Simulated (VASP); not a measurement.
An input for Ansatz (written as the equivalent of a VASP run, and not itself run):

Ansatz 0.2 input:
```yaml
crystal:
  lattice:
    - [4.1428824, 0.0000000, 0.0000000]
    - [0.0000000, 4.1428824, 0.0000000]
    - [0.0000000, 0.0000000, 4.1428824]
  atoms:
    - { symbol: Cs, position: [0.0000000, 0.0000000, 0.0000000] }
    - { symbol: Cl, position: [0.5000000, 0.5000000, 0.5000000] }
kpoints:
  mp_grid: { grid: [6, 6, 6] }
hamiltonian:
  xc: r2scan
  pseudopotentials: { kind: paw }
scf:
  occupations: { method: gaussian, width: 0.05 }
  max_iter: 100
relax:
  max_steps: 30
  f_tol: 0.001
output: { forces: true, stress: true, eigenvalues: true }
```

Question: Translate this input to VASP (INCAR, KPOINTS, POSCAR, choice of POTCAR).

Answer: This is not unique; one that fits is 
### INCAR
```
ALGO = Normal   ! blocked Davidson
METAGGA = R2SCAN
SYSTEM = CsCl
EDIFF = 1E-8   ! SCF stop (eV)
NELM = 100   ! most electronic steps
PREC = Accurate
LMIXTAU = .TRUE.
LCHARG = .FALSE.
LASPH = .TRUE.   ! aspherical one-centre terms
LMAXMIX = 4   ! l cut-off of mixed one-centre charges
LWAVE = .FALSE.
LREAL = .FALSE.   ! projection in real space or not
NSW = 30
ENCUT = 400   ! plane-wave cut-off (eV)
ISMEAR = 0   ! Gaussian
EDIFFG = -0.001
IBRION = 1
SIGMA = 0.05
ISIF = 2   ! forces and stress, cell fixed
```

POSCAR:
```
CsCl
1
    4.1428824168    -0.0000000000     0.0000000000
    0.0000000000     4.1428824168    -0.0000000000
   -0.0000000000    -0.0000000000     4.1428824168
Cs Cl
1 1
Direct
  0.0000000000   0.0000000000   0.0000000000
  0.5000000000   0.5000000000   0.5000000000
```

**KPOINTS**
```
Automatic mesh
0
Gamma
6 6 6
0 0 0
```

POTCAR, in this order: Cs_sv Cl (PBE.64 set). Program: vasp_std.

Limits of the translation: each code has its own PAW files, so the cut-off isn't converted (ENCUT is set for VASP's; basis.ecutwfc is left out, and Ansatz then takes the one that its files recommend); Ansatz stops its SCF on the density residual and VASP on the energy change (EDIFF).

The compound is CsCl in the CsCl type structure. It was relaxed first. The start is the result of an earlier pass.
